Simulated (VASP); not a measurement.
Consider the following.

```yaml
crystal:
  lattice:
    - [0.00000, 1.93800, 1.93800]
    - [1.93800, 0.00000, 1.93800]
    - [1.93800, 1.93800, 0.00000]
  atoms:
    - { symbol: Rh, position: [0.00000, 0.00000, 0.00000] }
```

These are TPSS meta-GGA, VASP's PBE PAW potentials (set 64) (plane waves; VASP 6.6.1) values and carry that method's errors. Settings: 400 eV cut-off, 15×15×15 Γ-centred mesh, first-order Methfessel-Paxton smearing of 0.10 eV, potentials Rh_pv.

**Question.** Give the stress tensor in GPa (positive for a compressed cell).

**Answer.** 
```
-13.25    0.00    0.00
  0.00  -13.25    0.00
  0.00    0.00  -13.25
```
The pressure is its mean diagonal, -13.25 GPa.

The compound is Rh in the fcc structure. The cell was not relaxed at this level. The run is one of a series of settings (GGA removed, LMIXTAU = .TRUE., METAGGA = TPSS against the base run), some of them coarse on purpose.
